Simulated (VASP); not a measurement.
# Quasiparticle energies of AlN in VASP, part 4 of 8

Aim: the quasiparticle gap of AlN, and what it costs to get it. The cell is of the wurtzite type, one of the forms listed for this formula. The start is a cell from a database of measured crystal structures.

VASP 6.6.1, plane waves and PAW; the level of theory is named at each step.

So far, gap on the k-mesh (eV): step 4 (empty bands, functional LDA) 4.21.

The database entry behind the starting cell differs from later determinations by our own check (inner coordinate u about 0.002 short), so it need not match the best structure at ambient conditions.

### Step 5. evGW0 (continued)

Level of this step: evGW0 on LDA; plane waves and PAW (Al_GW, N_GW) (VASP).

From OUTCAR (step 5):

```text
   k-points           NKPTS =     21   k-points in BZ     NKDIM =    144   number of bands    NBANDS=    232

   NELECT =      16.0000    total number of electrons

 E-fermi :   7.1275

 QP shifts <psi_nk| G(iteration)W_0 |psi_nk>: iteration 1
 for sc-GW calculations column KS-energies equals QP-energies in previous step
 and V_xc(KS)=  KS-energies - (<T + V_ion + V_H > + <T+V_H+V_ion>^1  + <V_x>^1)
 k-point   1 :       0.0000    0.0000    0.0000
  band No.  KS-energies  QP-energies   sigma(KS)   V_xc(KS)     V^pw_x(r,r')   Z            occupation Imag(sigma)
    ...
      5       4.1393       3.2256     -17.6297     -16.4461     -20.5369       0.7719       2.0000       0.1010
      6       4.7997       3.9590     -17.9870     -16.9042     -20.7348       0.7764       2.0000       0.0973
      7       4.7997       3.9590     -17.9870     -16.9042     -20.7348       0.7764       2.0000       0.0973
      8       5.0229       4.2226     -18.0392     -17.0074     -20.7284       0.7755       2.0000       0.0964
      9       9.2322      10.0587     -11.7660     -12.7876      -7.9437       0.8091       0.0000      -0.0609
     10      11.5403      12.6026     -10.0781     -11.3804      -5.7666       0.8157       0.0000      -0.0748
     11      15.4875      16.7835     -12.6599     -14.3814      -7.1666       0.7529       0.0000      -0.1483
     12      15.9438      17.1356      -8.9034     -10.3894      -3.9579       0.8020       0.0000      -0.1201
    ...

 k-point   2 :       0.1667    0.0000    0.0000
  band No.  KS-energies  QP-energies   sigma(KS)   V_xc(KS)     V^pw_x(r,r')   Z            occupation Imag(sigma)
    ...
      5       3.5171       2.5797     -17.0254     -15.8085     -19.8992       0.7703       2.0000       0.1031
      6       3.7444       2.7901     -17.2913     -16.0513     -20.2563       0.7696       2.0000       0.1030
      7       4.7186       3.8692     -17.9752     -16.8793     -20.7506       0.7751       2.0000       0.0978
      8       4.8463       4.0254     -17.9216     -16.8617     -20.6521       0.7744       2.0000       0.0970
      9      10.4744      11.4047     -12.3515     -13.5151      -8.4010       0.7995       0.0000      -0.0625
     10      12.5829      13.7126     -10.3527     -11.7510      -5.8879       0.8078       0.0000      -0.0804
     11      14.0584      15.1797     -10.6145     -12.0422      -5.6929       0.7854       0.0000      -0.1130
     12      14.6134      15.7687      -9.9114     -11.3622      -5.0381       0.7963       0.0000      -0.1084
    ...

 QP shifts <psi_nk| G(iteration)W_0 |psi_nk>: iteration 2
 k-point   1 :       0.0000    0.0000    0.0000
  band No. old QP-enery  QP-energies   sigma(KS)   T+V_ion+V_H  V^pw_x(r,r')   Z            occupation Imag(sigma)
    ...
      5       3.2256       3.0565     -17.5785      20.5854     -20.5369       0.7732       2.0000       0.1022
      6       3.9590       3.8033     -17.9448      21.7039     -20.7348       0.7788       2.0000       0.0981
      7       3.9590       3.8033     -17.9448      21.7039     -20.7348       0.7788       2.0000       0.0981
      8       4.2226       4.0728     -18.0001      22.0303     -20.7284       0.7787       2.0000       0.0970
      9      10.0587      10.1620     -11.8340      22.0198      -7.9437       0.8129       0.0000      -0.0628
     10      12.6026      12.7370     -10.1535      22.9207      -5.7666       0.8164       0.0000      -0.0771
     11      16.7835      16.9876     -12.8122      29.8689      -7.1666       0.7474       0.0000      -0.1644
     12      17.1356      17.2991      -8.9933      26.3332      -3.9579       0.8006       0.0000      -0.1268
    ...

 QP shifts <psi_nk| G(iteration)W_0 |psi_nk>: iteration 3
 k-point   1 :       0.0000    0.0000    0.0000
  band No. old QP-enery  QP-energies   sigma(KS)   T+V_ion+V_H  V^pw_x(r,r')   Z            occupation Imag(sigma)
    ...
      5       3.0565       3.0233     -17.5718      20.5854     -20.5369       0.7737       2.0000       0.1023
      6       3.8033       3.7727     -17.9399      21.7039     -20.7348       0.7792       2.0000       0.0981
      7       3.8033       3.7727     -17.9399      21.7039     -20.7348       0.7792       2.0000       0.0981
      8       4.0728       4.0433     -17.9953      22.0303     -20.7284       0.7792       2.0000       0.0970
      9      10.1620      10.1727     -11.8446      22.0198      -7.9437       0.8134       0.0000      -0.0627
     10      12.7370      12.7533     -10.1638      22.9207      -5.7666       0.8162       0.0000      -0.0768
     11      16.9876      17.0160     -12.8433      29.8689      -7.1666       0.7474       0.0000      -0.1683
     12      17.2991      17.3212      -9.0064      26.3332      -3.9579       0.8009       0.0000      -0.1279
    ...

 QP shifts <psi_nk| G(iteration)W_0 |psi_nk>: iteration 4
 k-point   1 :       0.0000    0.0000    0.0000
  band No. old QP-enery  QP-energies   sigma(KS)   T+V_ion+V_H  V^pw_x(r,r')   Z            occupation Imag(sigma)
    ...
      5       3.0233       3.0165     -17.5708      20.5854     -20.5369       0.7739       2.0000       0.1023
      6       3.7727       3.7664     -17.9392      21.7039     -20.7348       0.7793       2.0000       0.0981
      7       3.7727       3.7664     -17.9392      21.7039     -20.7348       0.7793       2.0000       0.0981
      8       4.0433       4.0371     -17.9949      22.0303     -20.7284       0.7791       2.0000       0.0970
      9      10.1727      10.1733     -11.8463      22.0198      -7.9437       0.8134       0.0000      -0.0628
     10      12.7533      12.7550     -10.1654      22.9207      -5.7666       0.8164       0.0000      -0.0767
     11      17.0160      17.0195     -12.8482      29.8689      -7.1666       0.7473       0.0000      -0.1689
     12      17.3212      17.3241      -9.0084      26.3332      -3.9579       0.8010       0.0000      -0.1281
    ...

[... 8 parts as in an earlier step ...]

[... 28 further parts left out ...]
```

This step gave:

```yaml
quasiparticle_gap_on_the_mesh: 6.136 eV
smallest_direct_quasiparticle_gap_on_the_mesh: 6.136 eV
gap_of_the_starting_orbitals_on_the_mesh: 4.209 eV
```

QP gap by iteration, by row:

```
iteration  gap (eV)  direct gap (eV)
        1     5.836            5.836
        2     6.089            6.089
        3     6.129            6.129
        4     6.136            6.136
```

GW takes the gap from 4.209 to 6.136 eV. The last pass still moved it by +7 meV. The value holds for 232 bands, ENCUTGW = 180 eV and this mesh, and isn't shown to be converged in them.

[end of part 4 of 8]

[Lines on the potential files, build, host, timing and source positions are cut from VASP's logs without a mark.]

[Logs are printed without paths, hosts, clocks, repeated set-up lines and the standing remarks that a program may print on its own settings, such as how far it seeks lower states.]

[Hosts, paths, dates, database ids (printed as entryN), source tags and the programs' standing remarks are cut or masked in the printed files.]

[Pressures printed for these runs are not shown converged in the cutoff: they can be off by several GPa and have the wrong sign.]
